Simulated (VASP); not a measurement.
The system is Ag.

```
Ag
1.0
     0.00000    2.06750    2.06750
     2.06750    0.00000    2.06750
     2.06750    2.06750    0.00000
Ag
1
Direct
  0.00000 0.00000 0.00000
```

```yaml
Program: VASP 6.6.1
Task: relaxation of cell and atoms
Functional: PBEsol
Potentials_or_basis: VASP PAW PBE potentials, release 64 (Ag)
Cutoff: 480 eV
k_mesh: 18 × 18 × 18
Occupations: gaussian, width 0.1 eV
Spin: no spin polarisation
```

At the start: pressure -6.0 GPa; volume 17.68 Å³/atom.

Problem. Where does the relaxation end?

Solution. Over 3 steps the energy falls by 21.0 meV/atom and the volume is 16.64 Å³/atom (-5.9 %); space group Fm-3m (No. 225, to 0.05 Å).

The path:
```
step  energy change (eV)  largest force (eV/Å)  pressure (GPa)  volume (Å³)
   1              0.0000                0.0000           -6.04        17.68
   2             -0.0120                0.0000            4.94        16.03
   3             -0.0210                0.0000           -0.02        16.64
```

Final structure:
```
Ag
1.0
     0.00000    2.02629    2.02629
     2.02629    0.00000    2.02629
     2.02629    2.02629    0.00000
Ag
1
Direct
  0.00000 0.00000 0.00000
```

Caveat: the PAW data sets were made with another functional, which shifts forces and pressure a little.
